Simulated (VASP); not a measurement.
A VASP calculation is set up with these files.

**POSCAR**
```
Be
1
    1.1450000000    -1.9831980000     0.0000000000
    1.1450000000     1.9831980000     0.0000000000
    0.0000000000     0.0000000000     3.5800000000
Be
2
Direct
  0.3333330000   0.6666670000   0.2500000000
  0.6666670000   0.3333330000   0.7500000000
```

KPOINTS:
```
Automatic mesh
0
Gamma
16 16 9
0 0 0
```

### INCAR
```
ALGO  =  Normal
SYSTEM  =  Be
ISIF  =  2   ! forces and stress, cell fixed
NELM  =  100   ! most electronic steps
GGA  =  PE   ! PBE
LWAVE  =  F
LREAL  =  F
ISMEAR  =  1   ! Methfessel-Paxton
EDIFF  =  1E-6   ! SCF stop (eV)
LCHARG  =  F
LASPH  =  T   ! aspherical one-centre terms
PREC  =  Accurate
ENCUT  =  400   ! plane-wave cut-off (eV)
SIGMA  =  0.1
```

POTCAR, in this order: Be (PBE.64 set). Program: vasp_std.

Task: Translate this PBE calculation to Quantum ESPRESSO's pw.x.

Result: One equivalent input (not run):
```
&CONTROL
  calculation = 'scf'
  pseudo_dir = './pseudo'
  outdir = './out'
  tprnfor = .true.
  tstress = .true.
/
&SYSTEM
  ibrav = 0
  nat = 2
  ntyp = 1
  ecutwfc = 88
  occupations = 'smearing'
  smearing = 'methfessel-paxton'
  degauss = 0.00735
  input_dft = 'pbe'
/
&ELECTRONS
  conv_thr = 7.3e-08
  electron_maxstep = 100
/
ATOMIC_SPECIES
  Be 9.012 Be.upf
CELL_PARAMETERS angstrom
     1.1450000   -1.9831980    0.0000000
     1.1450000    1.9831980    0.0000000
     0.0000000    0.0000000    3.5800000
ATOMIC_POSITIONS crystal
  Be   0.3333330  0.6666670  0.2500000
  Be   0.6666670  0.3333330  0.7500000
K_POINTS automatic
  16 16 9 0 0 0
```
Limits of the translation: the potentials are each code's own (VASP's PAW set, PseudoDojo norm-conserving files in pw.x), so ENCUT and ecutwfc are chosen apart and not converted; conv_thr bounds pw.x's estimated SCF error, while EDIFF bounds the energy change between steps.

The compound is Be in the hcp structure. The cell was not relaxed at this level.
